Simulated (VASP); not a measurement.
Data:

```xyz
3
Lattice="-1.6020 1.6020 3.9112 1.6020 -1.6020 3.9112 1.6020 1.6020 -3.9112" Properties=species:S:1:pos:R:3 pbc="T T T"
Si     0.0000     0.0000     5.2080
Si     0.0000     0.0000     2.6143
W      0.0000     0.0000     0.0000
```

Calculation: PBE GGA with D3 dispersion (zero damping), VASP's PBE PAW potentials (set 64) (plane waves; VASP). Run with 520 eV cut-off, Gaussian smearing of 0.050 eV, potentials Si W_sv.

Problem. Give the energies of bands 6 to 14 at the high-symmetry points, in eV from the Fermi level.

Solution. 
```
band      Γ      X      P      N       M      S      R
----  -----  -----  -----  -----  ------  -----  -----
6     -6.90  -7.07  -6.70  -9.90  -11.05  -9.38  -8.18
7     -3.76  -6.05  -6.64  -5.77   -3.87  -7.80  -5.94
8     -3.35  -5.51  -6.64  -4.88   -2.61  -3.07  -5.17
9     -2.87  -5.05  -3.05  -2.80   -0.85  -2.69  -4.11
10    -2.87  -3.29  -2.44  -2.79   -0.85  -2.51  -3.15
11     0.64  -1.75  -2.44  -0.44   -0.50  -0.33  -2.31
12     2.78   2.78   0.08   2.76   -0.50   1.78   1.96
13     2.89   3.02   3.02   2.79    0.82   2.56   2.16
14     3.13   3.18   3.70   3.96    4.49   3.53   3.07
```

It has no gap at this level: it comes out as a metal or semimetal.

The compound is WSi2 in the MoSi2 type structure. It was relaxed first.
